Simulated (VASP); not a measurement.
# Na2CoS4 (Cmcm) in VASP: single point with PBEsol

Aim: the single point of Na2CoS4 with PBEsol.

Everything below comes from runs of VASP 6.6.1. Logs are shortened: lines on timing, memory, paths and dates and some standing lists are left out, and cuts for length are marked.

### Step 1. The crystal as given

The structure is orthorhombic, space group Cmcm (No. 63). The conventional cell has a = 6.768 Å, b = 10.682 Å, c = 8.250 Å, α = 90.00°, β = 90.00°, γ = 90.00°. Around Na (site symmetry m2m) lie 4 S at 2.67 to 2.91 Å. Na (site symmetry 2/m) is surrounded by 6 S at 2.73 to 2.79 Å. S (site symmetry m) has 1 Co at 1.91 Å as nearest neighbours. S (site symmetry m) has 1 Co at 1.89 Å as nearest neighbours. Around Co (site symmetry m2m) lie 4 S at 1.89 to 1.91 Å.

The cell was built by a generator and needn't be a form met in nature.

### Step 2. Single point, PBEsol

The input, INCAR:

```
PREC = Accurate ; ENCUT = 520
EDIFF = 1E-6 ; ISMEAR = 1
SIGMA = 0.0767 ; LREAL = F
LASPH = T ; NELM = 100
ALGO = Fast ; ISIF = 2
LWAVE = F ; LCHARG = F
GGA = PS ; NBANDS = 60
```

The input, KPOINTS:

```
Automatic mesh
0
Gamma
  5 5 3
```

The input, POSCAR:

```
Na2CoS4
1.0
    3.3842326600      5.3407600600      0.0000000000
    3.3842326600     -5.3407600600      0.0000000000
    0.0000000000      0.0000000000     -8.2498602800
Na S Co
4 8 2
Direct
    0.1882000000      0.8118000000      0.7500000000
    0.8118000000      0.1882000000      0.2500000000
    0.5000000000      0.5000000000      0.0000000000
    0.5000000000      0.5000000000      0.5000000000
    0.7275800000      0.8124400000      0.7500000000
    0.2724200000      0.1875600000      0.2500000000
    0.8124400000      0.7275800000      0.2500000000
    0.1875600000      0.2724200000      0.7500000000
    0.2492900000      0.7507100000      0.4359800000
    0.7507100000      0.2492900000      0.9359800000
    0.7507100000      0.2492900000      0.5640200000
    0.2492900000      0.7507100000      0.0640200000
    0.8536100000      0.1463900000      0.7500000000
    0.1463900000      0.8536100000      0.2500000000
```

Potentials or basis: VASP PAW PBE potentials, release 64 (Na_pv, S, Co).

Launch:

```sh
> cat potpaw_PBE.64/Na_pv/POTCAR potpaw_PBE.64/S/POTCAR potpaw_PBE.64/Co/POTCAR > POTCAR
> mpirun -np 1 vasp_std > vasp.out
```

OUTCAR:

```text
PREC = Accurate
   ENCUT = 520
   EDIFF = 1E-6
   ISMEAR = 1
   LREAL = F
   LASPH = T
   NELM = 100
   ISIF = 2
   GGA = PS

 ion  position               nearest neighbor table
   1  0.188  0.812  0.750-   9 2.67  12 2.67
   2  0.812  0.188  0.250-  10 2.67  11 2.67
   3  0.500  0.500  0.000-  10 2.73  12 2.73   7 2.79   8 2.79   5 2.79   6 2.79
   4  0.500  0.500  0.500-   9 2.73  11 2.73   7 2.79   8 2.79   5 2.79   6 2.79
   5  0.728  0.812  0.750-  13 1.91   4 2.79   3 2.79
   6  0.272  0.188  0.250-  14 1.91   4 2.79   3 2.79
   7  0.812  0.728  0.250-  14 1.91   4 2.79   3 2.79
   8  0.188  0.272  0.750-  13 1.91   4 2.79   3 2.79
   9  0.249  0.751  0.436-  14 1.89   1 2.67   4 2.73
  10  0.751  0.249  0.936-  13 1.89   2 2.67   3 2.73
  11  0.751  0.249  0.564-  13 1.89   2 2.67   4 2.73
  12  0.249  0.751  0.064-  14 1.89   1 2.67   3 2.73
  13  0.854  0.146  0.750-  10 1.89  11 1.89   5 1.91   8 1.91
  14  0.146  0.854  0.250-   9 1.89  12 1.89   6 1.91   7 1.91

  LATTYP: Found a base centered orthorhombic cell.
 ALAT       =     6.7684653200
 B/A-ratio  =     1.5781302873
 C/A-ratio  =     1.2188671863

  Lattice vectors:

 A1 = (   3.3842326600,   5.3407600600,   0.0000000000)
 A2 = (   3.3842326600,  -5.3407600600,   0.0000000000)
 A3 = (   0.0000000000,   0.0000000000,  -8.2498602800)

Analysis of symmetry for initial positions (statically):
=====================================================================
 Subroutine PRICEL returns:
 Original cell was already a primitive cell.

 Routine SETGRP: Setting up the symmetry group for a
 base centered orthorhombic supercell.

 Subroutine GETGRP returns: Found  8 space group operations
 (whereof  4 operations were pure point group operations)
 out of a pool of  8 trial point group operations.

The static configuration has the point symmetry C_2h.
 The point group associated with its full space group is D_2h.

Analysis of symmetry for dynamics (positions and initial velocities):
=====================================================================
 Subroutine PRICEL returns:
 Original cell was already a primitive cell.

 Routine SETGRP: Setting up the symmetry group for a
 base centered orthorhombic supercell.

 Subroutine GETGRP returns: Found  8 space group operations
 (whereof  4 operations were pure point group operations)
 out of a pool of  8 trial point group operations.

The dynamic configuration has the point symmetry C_2h.
 The point group associated with its full space group is D_2h.

 Subroutine INISYM returns: Found  8 space group operations
 (whereof  4 operations are pure point group operations),
 and found     1 'primitive' translations

----------------------------------------------------------------------------------------

                                     Primitive cell

  volume of cell :     298.2221

  direct lattice vectors                    reciprocal lattice vectors
     3.384232660  5.340760060  0.000000000     0.147743979  0.093619634  0.000000000
     3.384232660 -5.340760060  0.000000000     0.147743979 -0.093619634  0.000000000
     0.000000000  0.000000000 -8.249860280     0.000000000  0.000000000 -0.121214174

  length of vectors
     6.322716878  6.322716878  8.249860280     0.174908317  0.174908317  0.121214174

  position of ions in fractional coordinates (direct lattice)
     0.188200000  0.811800000  0.750000000
     0.811800000  0.188200000  0.250000000
     0.500000000  0.500000000  0.000000000
     0.500000000  0.500000000  0.500000000
     0.727580000  0.812440000  0.750000000
     0.272420000  0.187560000  0.250000000
     0.812440000  0.727580000  0.250000000
     0.187560000  0.272420000  0.750000000
     0.249290000  0.750710000  0.435980000
     0.750710000  0.249290000  0.935980000
     0.750710000  0.249290000  0.564020000
     0.249290000  0.750710000  0.064020000
     0.853610000  0.146390000  0.750000000
     0.146390000  0.853610000  0.250000000

  ion indices of the primitive-cell ions
   primitive index   ion index
                 1           1
                 2           2
                 3           3
                 4           4
                 5           5
                 6           6
                 7           7
                 8           8
                 9           9
                10          10
                11          11
                12          12
                13          13
                14          14

----------------------------------------------------------------------------------------

 KPOINTS: Automatic mesh

Automatic generation of k-mesh.
 Grid dimensions read from file:
 generate k-points for:    5    5    3

 Generating k-lattice:

  Cartesian coordinates                     Fractional coordinates (reciprocal lattice)
     0.029548796  0.018723927  0.000000000     0.200000000  0.000000000  0.000000000
     0.029548796 -0.018723927  0.000000000     0.000000000  0.200000000  0.000000000
     0.000000000  0.000000000 -0.040404725     0.000000000  0.000000000  0.333333333

  Length of vectors
     0.034981663  0.034981663  0.040404725

  Shift w.r.t. Gamma in fractional coordinates (k-lattice)
     0.000000000  0.000000000  0.000000000

 Subroutine IBZKPT returns following result:
 ===========================================

 Found     18 irreducible k-points:

 Following reciprocal coordinates:
            Coordinates               Weight
  0.000000  0.000000  0.000000      1.000000
  0.200000  0.000000  0.000000      4.000000
  0.400000  0.000000  0.000000      4.000000
  0.200000  0.200000  0.000000      2.000000
  0.400000  0.200000  0.000000      4.000000
 -0.400000  0.200000  0.000000      4.000000
[... 10 lines left out ...]
  0.400000  0.400000  0.333333      4.000000
 -0.400000  0.400000  0.333333      4.000000
   k-points           NKPTS =     18   k-points in BZ     NKDIM =     18   number of bands    NBANDS=     60
   number of dos      NEDOS =    301   number of ions     NIONS =     14
   total plane-waves  NPLWV = 147456
   dimension x,y,z NGX =    48 NGY =   48 NGZ =   64
   dimension x,y,z NGXF=    96 NGYF=   96 NGZF=  128
   ions per type =               4   8   2
   NGX,Y,Z   is equivalent  to a cutoff of  12.62, 12.62, 12.90 a.u.
   NGXF,Y,Z  is equivalent  to a cutoff of  25.24, 25.24, 25.79 a.u.
 SYSTEM =  unknown system
   PREC   = accura    normal or accurate (medium, high low for compatibility)
   ISTART =      0    job   : 0-new  1-cont  2-samecut
   ICHARG =      2    charge: 1-file 2-atom 10-const
   ISPIN  =      1    spin polarized calculation?
   LNONCOLLINEAR =      F non collinear calculations
   LSORBIT =      F    spin-orbit coupling
   LASPH  =      T    aspherical Exc in radial PAW
   ENCUT  =  520.0 eV  38.22 Ry    6.18 a.u.  11.76 11.76 15.34*2*pi/ulx,y,z
   NELM   =    100;   NELMIN=  2; NELMDL= -5     # of ELM steps
   EDIFF  = 0.1E-05   stopping-criterion for ELM
   LREAL  =      F    real-space projection
   EDIFFG = 0.1E-04   stopping-criterion for IOM
   NSW    =      0    number of steps for IOM
   IBRION =     -1    ionic relax: 0-MD 1-quasi-New 2-CG
   NFREE  =      0    steps in history (QN), initial steepest desc. (CG)
   ISIF   =      2    stress and relaxation
   ISYM   =      2    0-nonsym 1-usesym 2-fastsym
   POTIM  = 0.5000    time-step for ionic-motion
   TEBEG  =    0.0;   TEEND  =   0.0 temperature during run
   PSTRESS=    0.0 pullay stress
   NELECT =      94.0000    total number of electrons
   NUPDOWN=      -1.0000    fix difference up-down
   EMIN   =  10.00;   EMAX   =-10.00  energy-range for DOS
   EFERMI =   0.00;   METHOD = LEGACY
   ISMEAR =     1;   SIGMA  =   0.08  broadening in eV -4-tet -1-fermi 0-gaus
   EFERMI_NEDOS =   21; number of points for ismear=-14 and -15
   IALGO  =     68    algorithm
   IMIX   =      4    mixing-type and parameters
     AMIX     =   0.40;   BMIX     =  1.00
     AMIX_MAG =   1.60;   BMIX_MAG =  1.00
  volume/ion in A,a.u.               =      21.30       143.75
  Fermi-wavevector in a.u.,A,eV,Ry     =   1.114134  2.105408 16.888843  1.241295
  Thomas-Fermi vector in A             =   2.250726
   LORBIT       =      0    0 simple, 1 ext, 2 COOP (PROOUT), +10 PAW based schemes
   GGA     = PS    functional components
   LHFCALC =     F    Hartree Fock is set to
   AEXX    =    0.0000 exact exchange contribution
   IVDW    =     0    specifies the selected vdW correction
   LEPSILON=     F    determine dielectric tensor
   LRPA    =     F    only Hartree local field effects (RPA)
 non-spin polarized calculation
 RMM-DIIS sequential band-by-band and
 Methfessel and Paxton  Order N= 1 SIGMA  =   0.08
  energy-cutoff  :      520.00
  volume of cell :      298.22
 maximum number of plane-waves:      8053
   NGX = 23   NGY = 23   NGZ = 31

 number of electron      94.0000000 magnetization

 Free energy of the ion-electron system (eV)
  ---------------------------------------------------
  ext. energy  EPLUGINS =         0.00000000
  ---------------------------------------------------
  free energy    TOTEN  =       -58.44686496 eV

  energy without entropy =      -58.44778314  energy(sigma->0) =      -58.44717102

 E-fermi :   2.3469     XC(G=0):  -8.9026

 val. band max:        2.3392747029   @ k =  -0.2000   0.2000   0.0000
 cond. band min:       2.3506078450   @ k =   0.4000   0.0000   0.0000
 fundamental gap:      0.0113331422
 Fermi energy:         2.3468930689

 k-point     1 :       0.0000    0.0000    0.0000
  band No.  band energies     occupation
      1     -20.4332      2.00000
      2     -20.4330      2.00000
      3     -20.4324      2.00000
      4     -20.4324      2.00000
      5     -20.4311      2.00000
      6     -20.4304      2.00000
[... 1105 lines left out ...]
     58       8.4934      0.00000
     59       8.9159      0.00000
 [bands above 59 left out]

------------------------ aborting loop because EDIFF is reached ----------------------------------------

  FORCE on cell =-STRESS in cart. coord.  units (eV):
  Direction    XX          YY          ZZ          XY          YZ          ZX
  --------------------------------------------------------------------------------------
  -------------------------------------------------------------------------------------
  Total       14.2546281     19.0180818     22.1973006      0.0000000      0.0000000      0.0000000
  in kB       76.5819826    102.1733008    119.2534295      0.0000000      0.0000000      0.0000000
  external PRESSURE =      99.3362376 kB  Pullay stress =       0.0000000 kB

 VOLUME and BASIS-vectors are now :
 -----------------------------------------------------------------------------
  energy-cutoff  :      520.00
  volume of cell :      298.22
      direct lattice vectors                 reciprocal lattice vectors
     3.384232660  5.340760060  0.000000000     0.147743979  0.093619634  0.000000000
     3.384232660 -5.340760060  0.000000000     0.147743979 -0.093619634  0.000000000
     0.000000000  0.000000000 -8.249860280     0.000000000  0.000000000 -0.121214174

 POSITION                                       TOTAL-FORCE (eV/Angst)
 -----------------------------------------------------------------------------------
      3.38423     -3.33050     -6.18740         0.000000     -0.148966     -0.000000
      3.38423      3.33050     -2.06247         0.000000      0.148966     -0.000000
      3.38423      0.00000      0.00000         0.000000     -0.000000     -0.000000
      3.38423      0.00000     -4.12493         0.000000     -0.000000     -0.000000
      5.21179     -0.45322     -6.18740        -2.956458      1.909471     -0.000000
      1.55668      0.45322     -2.06247         2.956458     -1.909471     -0.000000
      5.21179      0.45322     -2.06247        -2.956458     -1.909471     -0.000000
      1.55668     -0.45322     -6.18740         2.956458      1.909471     -0.000000
      3.38423     -2.67796     -3.59677         0.000000      2.155789     -2.895026
      3.38423      2.67796     -7.72170         0.000000     -2.155789     -2.895026
      3.38423      2.67796     -4.65309         0.000000     -2.155789      2.895026
      3.38423     -2.67796     -0.52816         0.000000      2.155789      2.895026
      3.38423      3.77709     -6.18740         0.000000      0.393758     -0.000000
      3.38423     -3.77709     -2.06247         0.000000     -0.393758     -0.000000
 -----------------------------------------------------------------------------------
    total drift:                                0.000000      0.000000     -0.000000

  FREE ENERGIE OF THE ION-ELECTRON SYSTEM (eV)
  ---------------------------------------------------
  free  energy   TOTEN  =       -58.4468649615 eV

  energy  without entropy=      -58.4477831386  energy(sigma->0) =      -58.44717102
```

Run time: 5.3 min. Hardware: 1 thread of Intel Xeon Platinum 8488C (Sapphire Rapids), shared host; peak memory 0.5 GiB.

What came out:

* Free energy: -58.4469 eV
* Pressure: 9.9 GPa
* Largest force: 3.610 eV/Å
* Band gap on the k mesh: none (metal or under the smearing width)

Forces in eV/Å, atoms in the order of the input:
```
Na   0.000 -0.149  0.000
Na   0.000  0.149  0.000
Na   0.000  0.000  0.000
Na   0.000  0.000  0.000
S   -2.956  1.909  0.000
S    2.956 -1.909  0.000
S   -2.956 -1.909  0.000
S    2.956  1.909  0.000
S    0.000  2.156 -2.895
S    0.000 -2.156 -2.895
S    0.000 -2.156  2.895
S    0.000  2.156  2.895
Co   0.000  0.394  0.000
Co   0.000 -0.394  0.000
```

Stress tensor (GPa, compression positive):
```
 7.66  0.00  0.00
 0.00 10.22  0.00
 0.00  0.00 11.93
```

Levels at points of the mesh, in eV from the Fermi level:
| k point | band 45 | band 46 | band 47 | band 48 | band 49 | band 50 |
| --- | --- | --- | --- | --- | --- | --- |
| (0.00, 0.00, 0.00) | -0.24 | -0.22 | 0.04 | 0.79 | 0.85 | 1.24 |

Caveat: the PAW data sets were made with another functional, which shifts forces and pressure a little; the run has no spin polarisation, though such a crystal can be magnetic. Spin polarisation is off, so any magnetic state and its effect on volume and gap are missing.
